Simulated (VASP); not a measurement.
Runs of VASP 6.6.1 on NaCu. Symmetry: P4/mmm, No. 123, tetragonal system. Conventional cell: a = 2.942 Å, b = 2.942 Å, c = 4.041 Å, α = 90.00°, β = 90.00°, γ = 90.00°. Around Na (site symmetry 4/mmm) lie 8 Cu at 2.90 Å and 4 Na at 2.94 Å. Cu (site symmetry 4/mmm) has 8 Na at 2.90 Å and 4 Cu at 2.94 Å as nearest neighbours. The cell was built by a generator and needn't be a form met in nature.

```tsv
level	pressure (GPa)
BLYP	4.8
r2SCAN	1.3
TPSS	2.0
PBEsol	(a)
```

Alike in all rows: task band structure; potentials or basis VASP PAW PBE potentials, release 64 (Na_pv, Cu); no spin polarisation; cell as given; k mesh 9 × 9 × 7; cutoff (eV) 520; smearing fermi-dirac 0.05 eV.

Task: Estimate the missing entries.

Result: (a) 0.9.

Caveats: the PAW data sets were made with another functional, which shifts forces and pressure a little.

Not every run made on this cell is shown here.
